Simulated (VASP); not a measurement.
# SiC (Moissanite): time-dependent DFT spectra, part 2 of 4

Wanted: excitation energies of SiC (Moissanite) by functional. The cell is of the wurtzite type, one of the forms listed for this formula. The start is a cell from a database of measured crystal structures.

VASP 6.6.1, plane waves and PAW; the level of theory is named at each step.

So far. Step 2 (Relaxation): At LDA, with these data sets, the largest force is down to 8.5e-4 eV/Å.

## 4. Empty bands, functional LDA

Level of this step: LDA; plane waves and PAW (Si, C) (VASP).

ALGO = Exact diagonalises the converged Hamiltonian in one step, and LOPTICS writes the k-derivatives of the orbitals (WAVEDER), which give the transition dipoles.

Contents of INCAR:

```
SYSTEM = SiC
PREC = Accurate
ENCUT = 420
ISMEAR = 0
SIGMA = 0.01
LREAL = .FALSE.
GGA = CA
NBANDS = 24
ALGO = Exact
NELM = 1
LWAVE = .TRUE.
LCHARG = .FALSE.
LOPTICS = .TRUE.
NEDOS = 1000
CSHIFT = 0.1
```

Contents of POSCAR:

```
SiC
1.0
    3.0760000000      0.0000000000      0.0000000000
   -1.5380000000      2.6638941420      0.0000000000
    0.0000000000      0.0000000000      5.0480000000
Si C
2 2
Direct
    0.6666666667      0.3333333333      0.5045819132
    0.3333333333      0.6666666667      0.0045819132
    0.6666666667      0.3333333333      0.8804180868
    0.3333333333      0.6666666667      0.3804180868
```

Contents of KPOINTS:

```
Automatic mesh
0
Gamma
6 6 4
0 0 0
```

Potentials, in the order of the species: Si and C (PBE family, release 64).

Started as:

```console
$ mpirun -np 4 vasp_std
```

Log:

```text
[banner, memory and clock lines left out]
running    4 mpi-ranks, on    1 nodes
 distrk:  each k-point on    4 cores,    1 groups
 distr:  one band on    1 cores,    4 groups

 POSCAR found type information on POSCAR SiC
 POSCAR found :  2 types and       4 ions
 [... a notice as in an earlier step ...]

 LDA part: xc-table for (Slater(with rela. corr.)+CA(PZ))
 , standard interpolation
 found WAVECAR, reading the header
  number of bands has changed, file:    14 present:    24
  trying to continue reading WAVECAR, but it might fail
 POSCAR, INCAR and KPOINTS ok, starting setup
 FFT: planning ... GRIDC
 FFT: planning ... GRID_SOFT
 FFT: planning ... GRID
 reading WAVECAR
 random initialization beyond band           14
 the WAVECAR file was read successfully
 initial charge from wavefunction
 entering main loop
       N       E                     dE             d eps       ncg     rms          rms(c)
DIA:   1    -0.331525126928E+02   -0.33153E+02    0.00000E+00     0   0.000E+00
   1 F= -.33152513E+02 E0= -.33152513E+02  d E =-.514944E-16
 writing wavefunctions
 optical routines
 imaginary and real dielectric function
 recalculating local potential from charge density
 direction            1
 direction            2
 direction            3
```

Wall time 11 s (4 MPI ranks of Intel Xeon Platinum 8259CL at 2.50GHz (Skylake/Cascade Lake), shared host); peak memory 0.76 GiB; 36 s of CPU time.

OUTCAR, selected parts (step 4):

```text
 Found     21 irreducible k-points:

   k-points           NKPTS =     21   k-points in BZ     NKDIM =     21   number of bands    NBANDS=     24

   NELECT =      16.0000    total number of electrons

 E-fermi :   8.1228

 k-point     2 :       0.1667    0.0000    0.0000
  band No.  band energies     occupation
    ...
      4       4.5648      2.00000
      5       6.0472      2.00000
      6       6.5107      2.00000
      7       7.5910      2.00000
      8       7.7792      2.00000
      9      12.8448      0.00000
     10      14.7705      0.00000
     11      15.0985      0.00000
     12      15.3166      0.00000
     13      15.4044      0.00000
    ...

 k-point     3 :       0.3333   -0.0000    0.0000
  band No.  band energies     occupation
    ...
      4       1.8001      2.00000
      5       3.7213      2.00000
      6       5.0940      2.00000
      7       6.2080      2.00000
      8       7.1494      2.00000
      9      11.3359      0.00000
     10      12.8928      0.00000
     11      15.2053      0.00000
     12      15.4241      0.00000
     13      16.4769      0.00000
    ...

  Total       -0.8897093     -0.8897093     -0.9016988      0.0000000      0.0000000      0.0000000
  in kB      -34.4616522    -34.4616522    -34.9260475      0.0000000      0.0000000      0.0000000
  external PRESSURE =     -34.6164506 kB  Pullay stress =       0.0000000 kB

 POSITION                                       TOTAL-FORCE (eV/Angst)
 -----------------------------------------------------------------------------------
      1.53800      0.88796      2.54713         0.000000     -0.000000     -0.004689
     -0.00000      1.77593      0.02313        -0.000000      0.000000     -0.004689
      1.53800      0.88796      4.44435        -0.000000     -0.000000      0.004689
     -0.00000      1.77593      1.92035         0.000000     -0.000000      0.004689
 -----------------------------------------------------------------------------------
    total drift:                               -0.000000     -0.000000     -0.000031

  FREE ENERGIE OF THE ION-ELECTRON SYSTEM (eV)
  ---------------------------------------------------
  free  energy   TOTEN  =       -33.1525126928 eV

  energy  without entropy=      -33.1525126928  energy(sigma->0) =      -33.15251269

 plasma frequency squared (from intraband transitions) (eV^2)
  --------------------------------------------------------------------------------------
       0.000       0.000       0.000
       0.000       0.000       0.000
       0.000       0.000       0.000

[... 10 parts as in an earlier step ...]

[... 3 further parts left out ...]
```

WAVECAR now holds 24 bands for 16 electrons. Its independent-particle dielectric tensor has xx, yy, zz = 7.7, 7.7, 7.5 on this mesh, which isn't tested for convergence in mesh or bands and lacks local fields.

## 5. Casida equation on LDA

This step: time-dependent LDA, Casida form; plane waves and PAW (Si, C) (VASP 6.6.1).

The Casida equation, in the Tamm-Dancoff approximation (ANTIRES = 0), couples the pairs by a local exchange-correlation kernel; a semilocal kernel is short-ranged. On this coarse mesh the spectra break into peaks of single stars of k points, and those at the smallest gap weigh too much.

Contents of INCAR:

```
SYSTEM = SiC
PREC = Accurate
ENCUT = 420
ISMEAR = 0
SIGMA = 0.01
LREAL = .FALSE.
GGA = CA
NBANDS = 24
ALGO = TDHF
NBANDSO = 5
NBANDSV = 4
OMEGAMAX = 25
NEDOS = 1000
CSHIFT = 0.1
PRECFOCK = Fast
LWAVE = .FALSE.
LCHARG = .FALSE.
ANTIRES = 0
LFXC = .TRUE.
LADDER = .FALSE.
```

POSCAR is that of step 4.

KPOINTS is that of step 4.

Started as:

```console
$ mpirun -np 4 vasp_std
```

Log:

```text
[banner, memory and clock lines left out]
running    4 mpi-ranks, on    1 nodes
 distrk:  each k-point on    4 cores,    1 groups
 distr:  one band on    1 cores,    4 groups

 POSCAR found type information on POSCAR SiC
 POSCAR found :  2 types and       4 ions
|                                                                             |
|               ----> ADVICE to this user running VASP <----                  |
|                                                                             |
|     You enforced a specific xc type in the INCAR file but a different       |
|     [... a line on the potential file left out ...]
|     I HOPE YOU KNOW WHAT YOU ARE DOING!                                     |
|                                                                             |

|                                                                             |
|           W    W    AA    RRRRR   N    N  II  N    N   GGGG   !!!           |
|           W    W   A  A   R    R  NN   N  II  NN   N  G    G  !!!           |
|           W    W  A    A  R    R  N N  N  II  N N  N  G       !!!           |
|           W WW W  AAAAAA  RRRRR   N  N N  II  N  N N  G  GGG   !            |
|           WW  WW  A    A  R   R   N   NN  II  N   NN  G    G                |
|           W    W  A    A  R    R  N    N  II  N    N   GGGG   !!!           |
|                                                                             |
|     The default for ENCUTGWSOFT is different in this version of VASP.       |
|     please manually set ENCUTGWSOFT =280 in the INCAR file.                 |
|                                                                             |

 LDA part: xc-table for (Slater(with rela. corr.)+CA(PZ))
 , standard interpolation
 found WAVECAR, reading the header
 POSCAR, INCAR and KPOINTS ok, starting setup
 FFT: planning ... GRIDC
 FFT: planning ... GRID_SOFT
 FFT: planning ... GRID
 reading WAVECAR
 the WAVECAR file was read successfully
 initial charge from wavefunction
 available memory per node:    126.98 GB, setting MAXMEM to    130032

 The Fermi energy was updated, please check that it is located mid-gap
 values below the HOMO (VB) or above the LUMO (CB) will cause erroneous energies
 E-fermi :   9.1416

 the WAVEDER file was read successfully
 responsefunction array rank=     460
 LDA part: xc-table for (Slater(with rela. corr.)+CA(PZ))
 , standard interpolation

 min. memory requirement per mpi rank     60.9 MB, per node    243.5 MB

 Doing            0  frequencies on each core in blocks of            0
 parallelization over k-points
 Using distributed matrix
 Using distributed eigensolver
 allocating two-electron 4 orbital integral table    5    4    5    4
 BSE setting up matrix
 available memory per node:    126.91 GB, setting MAXMEM to    129960
 Calculate matrix elements of the BSE Hamiltonian:
 Workload is divided into blocks of two-electron 4 orbital integrals computed in
  parallel.
 Each block/integral has dimensions  of (   5,   4,   5,   4) orbitals
 Total number of blocks/integrals:                10440
 Number of spins:                                     1
 Number of kpoints:                                 144
 Spin channel:                                        1
  Number of blocks of unoccupied bands:               1
  Number of blocks of occupied bands:                 1
 Number of rows/columns of blocks:                  144

                                                        Time (sec)
               Integrals                 Ranks       Real         CPU
  [         1 -        576/     10440]     4         0.43        0.00
  [       577 -       1152/     10440]     4         0.85        0.00
  [      1153 -       1728/     10440]     4         1.30        0.00
  [      1729 -       2304/     10440]     4         1.72        0.00
  [      2305 -       2880/     10440]     4         2.18        0.00
  [      2881 -       3456/     10440]     4         2.60        0.00
  [      3457 -       4032/     10440]     4         3.05        0.00
  [      4033 -       4608/     10440]     4         3.48        0.00
  [      4609 -       5184/     10440]     4         3.89        0.00
  [      5185 -       5760/     10440]     4         4.32        0.00
  [      5761 -       6336/     10440]     4         4.72        0.00
  [      6337 -       6912/     10440]     4         5.13        0.00
  [      6913 -       7488/     10440]     4         5.60        0.00
  [      7489 -       8064/     10440]     4         6.03        0.00
  [      8065 -       8640/     10440]     4         6.58        0.00
  [      8641 -       9216/     10440]     4         7.01        0.00
  [      9217 -       9792/     10440]     4         7.45        0.00
  [      9793 -      10368/     10440]     4         7.94        0.00
  [     10369 -      10440/     10440]     4         8.05        0.00

 BSE redistributing all elements
 BSE diagonalizing matrix PDSYEVX_ZHEEVX_DESC
 BSE calculating oscillator strength
```

The job ended after 18 s (4 MPI ranks; peak memory 1 GiB; 61 s of CPU time).

Parts of OUTCAR (step 5):

```text
   k-points           NKPTS =     21   k-points in BZ     NKDIM =    144   number of bands    NBANDS=     24

   NELECT =      16.0000    total number of electrons

 E-fermi :   9.1416

[... 8 parts as in an earlier step ...]

[... 1 further part left out ...]
```

This step gave:

- lowest excitation: 3.884 eV

The imaginary dielectric function has structure finer than the step of the table below, so its rows give means over 0.5 eV, whole bins alone (the curve runs from 0 to 25 eV). Peaks (eV: height): xx 6.18: 27.6, 6.56: 27.6, 8.06: 12.9, 9.46: 7.00; zz 4.80: 6.18, 5.76: 24.7, 6.43: 29.3, 7.76: 19.0, 8.06: 19.7.

From 5 filled and 4 empty bands alone, without any pair above OMEGAMAX = 25 eV, so strength is missing wherever others contribute; lines are broadened by CSHIFT, which also makes the tail under the first line. The imaginary dielectric function by photon energy; means over each step:

```
photon energy (eV)       xx       zz
               0.5   0.0127   0.0123
               1.0   0.0265   0.0257
               1.5   0.0425   0.0411
               2.0   0.0625   0.0605
               2.5   0.0897   0.0867
               3.0    0.130    0.126
               3.5    0.199    0.192
               4.0    0.354    0.340
               4.5     1.42     1.41
               5.0     2.91     3.24
               5.5     8.42     10.3
               6.0     24.2     15.6
               6.5     21.2     19.3
               7.0     10.5     10.5
               7.5     9.76     11.0
               8.0     10.7     16.4
               8.5     7.56     11.8
               9.0     3.96     6.09
               9.5     5.61     4.26
              10.0     4.83     3.67
              10.5     4.73     2.83
              11.0     3.06     1.71
              11.5    0.855     1.97
              12.0    0.572    0.751
              12.5    0.409    0.477
              13.0    0.335    0.613
              13.5    0.238    0.390
              14.0    0.191    0.154
              14.5    0.106   0.0853
              15.0   0.0739    0.163
              15.5   0.0364   0.0513
              16.0   0.0290   0.0323
              16.5   0.0245   0.0262
              17.0   0.0212   0.0223
              17.5   0.0185   0.0194
              18.0   0.0163   0.0170
              18.5   0.0145   0.0151
              19.0   0.0130   0.0135
              19.5   0.0117   0.0121
              20.0   0.0106   0.0110
              20.5  0.00961  0.00994
              21.0  0.00876  0.00906
              21.5  0.00803  0.00828
              22.0  0.00739  0.00760
              22.5  0.00679  0.00699
              23.0  0.00627  0.00646
              23.5  0.00580  0.00597
              24.0  0.00536  0.00556
              24.5  0.00500  0.00516
```

The lowest excitation lies at 3.884 eV, +0 meV against the direct gap of these orbitals. It is dark; the first state with over 2 % of the strongest strength among the lowest 40 lies at 4.582 eV. Peak heights aren't converged with the mesh, least of all at the onset.

## 6. Orbitals for ground state at PBE0

This step: LDA; plane waves and PAW (Si, C) (VASP 6.6.1).

A hybrid converges faster from good orbitals, so a cheap LDA run writes WAVECAR first.

Contents of INCAR:

```
SYSTEM = SiC
PREC = Accurate
ENCUT = 420
EDIFF = 1E-05
NELM = 100
ISMEAR = 0
SIGMA = 0.01
LREAL = .FALSE.
ALGO = Normal
GGA = CA
NBANDS = 14
LORBIT = 11
LWAVE = .TRUE.
LCHARG = .FALSE.
KPAR = 4
```

POSCAR is that of step 5.

KPOINTS is that of step 5.

Started as:

```console
$ mpirun -np 4 vasp_std
```

Log:

```text
[... set-up lines as in an earlier step ...]
 entering main loop
       N       E                     dE             d eps       ncg     rms          rms(c)
[... 10 cycles as in an earlier step ...]
DAV:  11    -0.331525139621E+02    0.13633E-05   -0.18655E-05   572   0.361E-02
   1 F= -.33152514E+02 E0= -.33152514E+02  d E =-.162049E-17
 writing wavefunctions
```

The job ended after 3.2 s (4 MPI ranks; peak memory 0.5 GiB).

From OUTCAR (step 6):

```text
   NELECT =      16.0000    total number of electrons

 E-fermi :   8.1257

 k-point     1 :       0.0000    0.0000    0.0000
  band No.  band energies     occupation
    ...
      4       6.7427      2.00000
      5       6.7427      2.00000
      6       7.9574      2.00000
      7       8.0695      2.00000
      8       8.0695      2.00000
      9      12.8339      0.00000
     10      14.2814      0.00000
     11      14.6186      0.00000
     12      14.6186      0.00000
     13      15.7126      0.00000
    ...

  Total       -0.8873427     -0.8873427     -0.8969120      0.0000000      0.0000000      0.0000000
  in kB      -34.3699832    -34.3699832    -34.7406371      0.0000000      0.0000000      0.0000000
  external PRESSURE =     -34.4935345 kB  Pullay stress =       0.0000000 kB

 POSITION                                       TOTAL-FORCE (eV/Angst)
 -----------------------------------------------------------------------------------
      1.53800      0.88796      2.54713        -0.000000      0.000000     -0.004802
     -0.00000      1.77593      0.02313         0.000000     -0.000000     -0.004802
      1.53800      0.88796      4.44435         0.000000      0.000000      0.004802
     -0.00000      1.77593      1.92035        -0.000000     -0.000000      0.004802
 -----------------------------------------------------------------------------------
    total drift:                               -0.000000     -0.000000      0.000404

  FREE ENERGIE OF THE ION-ELECTRON SYSTEM (eV)
  ---------------------------------------------------
  free  energy   TOTEN  =       -33.1525139621 eV

  energy  without entropy=      -33.1525139621  energy(sigma->0) =      -33.15251396

[... 9 parts as in an earlier step ...]

[... 8 further parts left out ...]
```

This step gave:

```
pressure          : -3.449 GPa
gap on the k-mesh : 2.144 eV
```

The run ends at a pressure of -3.45 GPa, with forces up to 0.0048 eV/Å.

## 7. Ground state at PBE0

This step: PBE0; plane waves and PAW (Si, C) (VASP 6.6.1).

The orbitals come from a self-consistent PBE0 run. EDIFF is tight for accurate orbitals, and a narrow smearing avoids fractional occupations.

Contents of INCAR:

```
SYSTEM = SiC
PREC = Accurate
ENCUT = 420
EDIFF = 1E-08
NELM = 100
ISMEAR = 0
SIGMA = 0.01
LREAL = .FALSE.
ALGO = Normal
LHFCALC = .TRUE.
AEXX = 0.25
GGA = PE
LASPH = .TRUE.
NBANDS = 14
PRECFOCK = Fast
LORBIT = 11
LWAVE = .TRUE.
LCHARG = .FALSE.
KPAR = 4
```

POSCAR is that of step 6.

KPOINTS is that of step 6.

The run starts from files that an earlier step left in the folder.

Started as:

```console
$ mpirun -np 4 vasp_std
```

Log:

```text
[banner, memory and clock lines left out]
running    4 mpi-ranks, on    1 nodes
 distrk:  each k-point on    1 cores,    4 groups
 distr:  one band on    1 cores,    1 groups

 POSCAR found type information on POSCAR SiC
 POSCAR found :  2 types and       4 ions
 LDA part: xc-table for (Slater+PW92), standard interpolation
 found WAVECAR, reading the header
 POSCAR, INCAR and KPOINTS ok, starting setup
 FFT: planning ... GRIDC
 FFT: planning ... GRID_SOFT
 FFT: planning ... GRID
 reading WAVECAR
 the WAVECAR file was read successfully
 initial charge from wavefunction
 entering main loop
       N       E                     dE             d eps       ncg     rms          rms(c)
DAV:   1    -0.369515737456E+02   -0.36952E+02   -0.12292E+00   588   0.916E+00    0.476E+00
DAV:   2    -0.369624674295E+02   -0.10894E-01   -0.40066E-02   738   0.147E+00    0.362E+00
DAV:   3    -0.369587869471E+02    0.36805E-02   -0.26325E-03   732   0.336E-01    0.210E+00
DAV:   4    -0.369578849842E+02    0.90196E-03   -0.93794E-04   702   0.183E-01    0.119E+00
DAV:   5    -0.369576123265E+02    0.27266E-03   -0.11944E-04   744   0.717E-02    0.666E-01
DAV:   6    -0.369575058888E+02    0.10644E-03   -0.29522E-05   708   0.432E-02    0.376E-01
DAV:   7    -0.369574713381E+02    0.34551E-04   -0.14278E-05   708   0.308E-02    0.212E-01
DAV:   8    -0.369574606588E+02    0.10679E-04   -0.37524E-06   726   0.164E-02    0.120E-01
DAV:   9    -0.369574572895E+02    0.33693E-05   -0.10225E-06   720   0.875E-03    0.683E-02
DAV:  10    -0.369574563409E+02    0.94862E-06   -0.38945E-07   720   0.524E-03    0.386E-02
DAV:  11    -0.369574561478E+02    0.19309E-06   -0.14253E-07   732   0.311E-03    0.216E-02
DAV:  12    -0.369574561562E+02   -0.83588E-08   -0.48983E-08   690   0.183E-03
   1 F= -.36957456E+02 E0= -.36957456E+02  d E =-.100796E-12
 writing wavefunctions
```

Wall time 1.9 min (4 MPI ranks); peak memory 0.58 GiB.

From OUTCAR (step 7):

```text
   k-points           NKPTS =     21   k-points in BZ     NKDIM =    144   number of bands    NBANDS=     14

   NELECT =      16.0000    total number of electrons

  exchange ACFDT corr.  =         0.00000000  see jH, gK, PRB 81, 115126

 E-fermi :   7.3253

 k-point     1 :       0.0000    0.0000    0.0000
  band No.  band energies     occupation
    ...
      4       5.8121      2.00000
      5       5.8122      2.00000
      6       7.1716      2.00000
      7       7.2801      2.00000
      8       7.2801      2.00000
      9      14.0027      0.00000
     10      15.5172      0.00000
     11      15.9295      0.00000
     12      15.9295      0.00000
     13      17.1093      0.00000
    ...

 POSITION                                       TOTAL-FORCE (eV/Angst)
 -----------------------------------------------------------------------------------
      1.53800      0.88796      2.54713        -0.000000      0.000000     -0.017379
     -0.00000      1.77593      0.02313         0.000000     -0.000000     -0.017379
      1.53800      0.88796      4.44435        -0.000000      0.000000      0.017379
     -0.00000      1.77593      1.92035         0.000000      0.000000      0.017379
 -----------------------------------------------------------------------------------
    total drift:                                0.000000     -0.000000      0.001072

  FREE ENERGIE OF THE ION-ELECTRON SYSTEM (eV)
  ---------------------------------------------------
  free  energy   TOTEN  =       -36.9574561562 eV

  energy  without entropy=      -36.9574561562  energy(sigma->0) =      -36.95745616

[... 8 parts as in an earlier step ...]

[... 8 further parts left out ...]
```

This step gave:

| Quantity | Value |
| --- | --- |
| free energy (TOTEN) | -36.96 eV |
| Fermi energy | 7.325 eV |
| gap on the k-mesh | 3.906 eV |
| least direct gap on the k-mesh | 5.818 eV |

(Continued in part 3 of 4.)

[Lines on the potential files, build, host, timing and source positions are cut from VASP's logs without a mark.]

[Logs are printed without paths, hosts, clocks, repeated set-up lines and the standing remarks that a program may print on its own settings, such as how far it seeks lower states.]

[Hosts, paths, dates, database ids (printed as entryN), source tags and the programs' standing remarks are cut or masked in the printed files.]

[Pressures printed for these runs are not shown converged in the cutoff: they can be off by several GPa and have the wrong sign.]
